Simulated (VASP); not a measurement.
K2SnSe2, 5 atoms in the cell. Symmetry: Fmmm, No. 69, orthorhombic system. The conventional cell has a = 6.372 Å, b = 6.437 Å, c = 13.975 Å, α = 90.00°, β = 90.00°, γ = 90.00°. K (site symmetry 222) has 4 Se at 2.76 Å as nearest neighbours. Sn (site symmetry mmm) is surrounded by 8 Se at 3.72 to 3.74 Å and 8 K at 4.16 Å. Se (site symmetry mm2) is surrounded by 4 K at 2.76 Å. The cell was built by a generator and needn't be a form met in nature.

| Quantity | Value |
| --- | --- |
| Program | VASP 6.6.1 |
| Task | electric field gradients |
| Functional | PBE |
| Dispersion | MBD-FI |
| Potentials or basis | VASP PAW PBE potentials, release 64 (K_sv_GW, Sn_d_GW, Se_GW) |
| Cutoff | 600 eV |
| k mesh | 6 × 6 × 6 |
| Occupations | gaussian, width 0.05 eV |
| Spin | no spin polarisation |
| Further INCAR settings | ALGO = Normal; EDIFF = 1e-08 |

Potentials or basis: VASP PAW PBE potentials, release 64 (K_sv_GW, Sn_d_GW, Se_GW).

Run with:

```console
$ cat potpaw_PBE.64/K_sv_GW/POTCAR potpaw_PBE.64/Sn_d_GW/POTCAR potpaw_PBE.64/Se_GW/POTCAR > POTCAR
$ mpirun -np 1 vasp_std > vasp.out
```

Hardware: 1 thread of Intel(R) Xeon(R) 6975P-C (Granite Rapids) (shared host).

Q: How long does it take, and how much memory?

A: Run time: 7.8 min on 1 thread of Intel(R) Xeon(R) 6975P-C (Granite Rapids) (shared host), peak memory 0.55 GiB. Counts: scf iterations 26, k points 46.
